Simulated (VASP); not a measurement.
Level of theory: PBE GGA, VASP's PBE PAW potentials (set 64) (plane waves; VASP).

The input files of a VASP run:

POSCAR:
```
Bi
1
    4.2381950782    -2.2950948409     0.0118208495
    4.2381950782     2.2950948409     0.0118208495
    2.9848180537     0.0000000000     3.7842778318
Bi
2
Direct
  0.2341097218   0.2341097218   0.2341097218
  0.7658902782   0.7658902782   0.7658902782
```

**KPOINTS**
```
kpoints
0
gamma
  10 10 10
```

**INCAR**
```
# general
SYSTEM =Bi
PREC   =Accurate
ENCUT  =500
LREAL  =.FALSE.   # projection in real space or not
LASPH  =.TRUE.

# electronic loop
EDIFF  =1E-6   # SCF stop (eV)
NELM   =100   # most electronic steps
ALGO   =Normal   # blocked Davidson
LMAXMIX=4

# smearing
ISMEAR =1
SIGMA  =0.1   # width (eV)

# functional
GGA    =PE   # PBE

# ions
IBRION =2
NSW    =40   # most ionic steps
ISIF   =3   # ions, shape and volume
EDIFFG =-0.02   # ionic stop

# output
LWAVE  =.FALSE.
LCHARG =.FALSE.
```

POTCAR, in this order: Bi_d (PBE.64 set). Program: vasp_std.

The resulting files:

### OUTCAR
```
 ion  position               nearest neighbor table
   1  0.234  0.234  0.234-   2 3.11   2 3.11   2 3.11   2 3.57   2 3.57   2 3.57
   2  0.766  0.766  0.766-   1 3.11   1 3.11   1 3.11   1 3.57   1 3.57   1 3.57
  LATTYP: Found a trigonal (rhomboedric) cell.
 ALAT       =     4.8197404061
 COS(alpha) =     0.5464929208
 Subroutine PRICEL returns:
 Original cell was already a primitive cell.
 Subroutine GETGRP returns: Found 12 space group operations
The static configuration has the point symmetry D_3d.
The dynamic configuration has the point symmetry D_3d.
 Subroutine INISYM returns: Found 12 space group operations
 Subroutine IBZKPT returns following result:
 Found    116 irreducible k-points:

 Following reciprocal coordinates:
            Coordinates               Weight
  0.000000  0.000000  0.000000      1.000000
  0.100000  0.000000 -0.000000      6.000000
  0.200000  0.000000 -0.000000      6.000000
  0.300000  0.000000 -0.000000      6.000000
  0.400000  0.000000  0.000000      6.000000
  0.500000  0.000000 -0.000000      3.000000
  0.100000  0.100000 -0.000000      6.000000
  0.200000  0.100000  0.000000     12.000000
  0.300000  0.100000  0.000000     12.000000
  0.400000  0.100000 -0.000000     12.000000
  0.500000  0.100000 -0.000000     12.000000
 -0.400000  0.100000  0.000000     12.000000
 -0.300000  0.100000  0.000000     12.000000
 -0.200000  0.100000  0.000000     12.000000
 -0.100000  0.100000  0.000000      6.000000
  0.200000  0.200000 -0.000000      6.000000
  0.300000  0.200000  0.000000     12.000000
  0.400000  0.200000 -0.000000     12.000000
  0.500000  0.200000  0.000000     12.000000
 -0.400000  0.200000  0.000000     12.000000
 -0.300000  0.200000  0.000000     12.000000
 -0.200000  0.200000  0.000000      6.000000
  0.300000  0.300000 -0.000000      6.000000
  0.400000  0.300000 -0.000000     12.000000
  0.500000  0.300000  0.000000     12.000000
 -0.400000  0.300000  0.000000     12.000000
 -0.300000  0.300000  0.000000      6.000000
  0.400000  0.400000  0.000000      6.000000
  0.500000  0.400000  0.000000     12.000000
 -0.400000  0.400000  0.000000      6.000000
  0.500000  0.500000 -0.000000      3.000000
  0.100000  0.100000  0.100000      2.000000
  0.200000  0.100000  0.100000      6.000000
  0.300000  0.100000  0.100000      6.000000
  0.400000  0.100000  0.100000      6.000000
  0.500000  0.100000  0.100000      6.000000
 -0.400000  0.100000  0.100000      6.000000
 -0.300000  0.100000  0.100000      6.000000
 -0.200000  0.100000  0.100000      6.000000
 -0.100000  0.100000  0.100000      6.000000
   k-points           NKPTS =    116   k-points in BZ     NKDIM =    116   number of bands    NBANDS=     19
   number of dos      NEDOS =    301   number of ions     NIONS =      2
   total plane-waves  NPLWV =  46656
   dimension x,y,z NGX =    36 NGY =   36 NGZ =   36
   dimension x,y,z NGXF=    72 NGYF=   72 NGZF=   72
   ions per type =               2
   PREC   = accura    normal or accurate (medium, high low for compatibility)
   ISTART =      0    job   : 0-new  1-cont  2-samecut
   ICHARG =      2    charge: 1-file 2-atom 10-const
   ISPIN  =      1    spin polarized calculation?
   LNONCOLLINEAR =      F non collinear calculations
   LSORBIT =      F    spin-orbit coupling
   INIWAV =      1    electr: 0-lowe 1-rand  2-diag
   ENCUT  =  500.0 eV  36.75 Ry    6.06 a.u.   8.79  8.79  8.79*2*pi/ulx,y,z
   NELM   =    100;   NELMIN=  2; NELMDL= -5     # of ELM steps
   EDIFF  = 0.1E-05   stopping-criterion for ELM
   LREAL  =      F    real-space projection
   NLSPLINE    = F    spline interpolate recip. space projectors
...
```

OSZICAR:
```
       N       E                     dE             d eps       ncg     rms          rms(c)
DAV:   1     0.289936322128E+03    0.28994E+03   -0.16257E+04  4408   0.181E+03
DAV:   2     0.158458107056E+02   -0.27409E+03   -0.26978E+03  4447   0.447E+02
DAV:   3    -0.695767048921E+01   -0.22803E+02   -0.22432E+02  5141   0.153E+02
DAV:   4    -0.773654293719E+01   -0.77887E+00   -0.77777E+00  4808   0.310E+01
DAV:   5    -0.777735202625E+01   -0.40809E-01   -0.40808E-01  5905   0.638E+00    0.102E+00
DAV:   6    -0.777614920479E+01    0.12028E-02   -0.19968E-02  5438   0.156E+00    0.625E-01
DAV:   7    -0.777676476140E+01   -0.61556E-03   -0.13939E-02  4837   0.147E+00    0.110E-01
DAV:   8    -0.777694832096E+01   -0.18356E-03   -0.19432E-03  4792   0.560E-01    0.209E-02
DAV:   9    -0.777696501233E+01   -0.16691E-04   -0.82210E-05  6206   0.906E-02    0.121E-02
DAV:  10    -0.777696414276E+01    0.86956E-06   -0.92363E-06  3621   0.207E-02
   1 F= -.77769641E+01 E0= -.77769891E+01  d E =-.777696E+01
```

**OUTCAR**
```
------------------------ aborting loop because EDIFF is reached ----------------------------------------
  FORCE on cell =-STRESS in cart. coord.  units (eV):
  Direction    XX          YY          ZZ          XY          YZ          ZX
  --------------------------------------------------------------------------------------
  Total        0.0070189     -0.0200903     -0.0170978      0.0000000      0.0000000      0.0090069
  in kB        0.1530882     -0.4381857     -0.3729174      0.0000000      0.0000000      0.1964474
  external PRESSURE =      -0.2193383 kB  Pullay stress =       0.0000000 kB
  volume of cell :       73.46
      direct lattice vectors                 reciprocal lattice vectors
     4.238195078 -2.295094841  0.011820849     0.118234854 -0.217855921 -0.093256769
     4.238195078  2.295094841  0.011820849     0.118234854  0.217855921 -0.093256769
     2.984818054  0.000000000  3.784277832    -0.000738654  0.000000000  0.264833819
 POSITION                                       TOTAL-FORCE (eV/Angst)
 -----------------------------------------------------------------------------------
      2.68318      0.00000      0.89147        -0.012788      0.000000     -0.004249
      8.77803      0.00000      2.91645         0.012788      0.000000      0.004249
 -----------------------------------------------------------------------------------
    total drift:                                0.000000     -0.000000      0.000000
  FREE ENERGIE OF THE ION-ELECTRON SYSTEM (eV)
  ---------------------------------------------------
  free  energy   TOTEN  =        -7.7769641428 eV

  energy  without entropy=       -7.7770388918  energy(sigma->0) =       -7.77698906

 reached required accuracy - stopping structural energy minimisation
```
(Selected blocks of OUTCAR.)

The compound is Bi in the a7 structure. It was relaxed first.
